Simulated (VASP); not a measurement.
Shape and ions are relaxed at each volume.

Energy against volume of GaN (wurtzite). These are revPBE GGA, VASP's PBE PAW potentials (set 64) (plane waves; VASP) values and carry that method's errors.

```
V (Å³/atom)  E (eV/atom)
-----------  -----------
11.237          -5.71133
11.596          -5.73018
11.954          -5.73617
12.313          -5.73125
12.671          -5.71702
```

Fit a third-order Birch-Murnaghan equation of state.

- volume per atom: 11.96 Å^3/atom
- bulk modulus: 162 GPa
- pressure derivative of the bulk modulus: 4.41

The compound is GaN in the wurtzite structure. It was relaxed first.
